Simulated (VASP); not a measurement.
Input of a VASP 6.6.1 run:

INCAR

```
SYSTEM = MgZr2O3
PREC     = Normal         ! precision mode
ENCUT    = 520            ! plane-wave cutoff, eV
EDIFF    = 1E-5           ! SCF threshold, eV
ISMEAR   = 0              ! smearing method
SIGMA    = 0.15           ! smearing width, eV
LREAL    = Auto         
LASPH    = .TRUE.         ! aspherical terms in the spheres
NELM     = 80             ! most SCF steps
ALGO     = Fast           ! electronic algorithm
ISIF     = 3              ! what is computed and relaxed
LWAVE    = .FALSE.        ! write WAVECAR
LCHARG   = .FALSE.        ! write CHGCAR
GGA      = PE             ! functional
IBRION   = 2              ! ionic algorithm
NSW      = 110            ! ionic steps
EDIFFG   = -0.03          ! ionic threshold
ISYM     = 0            
KPAR     = 4
```

KPOINTS

```
Automatic mesh
0
G
  5 5 4
  0 0 0
```

POSCAR

```
MgZr2O3
1.0
    2.6743836500     -4.5901128200     -0.0314273500
    2.7958666200      4.6602451500      0.0127064500
   -1.8215708600      0.0029175400      5.5670562100
Mg Zr O
2 4 6
Direct
    0.8795904300      0.2336656000      0.0179616800
    0.1675807300      0.8393600700      0.0196773500
    0.9941965100      0.0142375700      0.5257426700
    0.3368288800      0.6760853100      0.4871037700
    0.6683646100      0.3268989800      0.5089855800
    0.5089633900      0.5087747800      0.0323354600
    0.0557585100      0.4265639700      0.7905076600
    0.5927880700      0.9328685300      0.1817458600
    0.4656412800      0.1058333400      0.8083914900
    0.9175111300      0.5698776200      0.2040339000
    0.7505239200      0.7711931100      0.8080874600
    0.1984470700      0.1751597300      0.1614066100
```

Potentials or basis: VASP PAW PBE potentials, release 64 (Mg, Zr_sv, O).

Launch:

```bash
$ cat potpaw_PBE.64/Mg/POTCAR potpaw_PBE.64/Zr_sv/POTCAR potpaw_PBE.64/O/POTCAR > POTCAR
$ mpirun -np 4 vasp_std > vasp.out
```

Problem. Estimate the band gap on the k mesh.

Solution. None (metal or under the smearing width).

Problem. Estimate the relaxed volume.

Solution. 11.38 Å³/atom.

Stress tensor (GPa, compression positive):
```
 0.25 -0.02  0.00
-0.02  0.12 -0.03
 0.00 -0.03  0.12
```
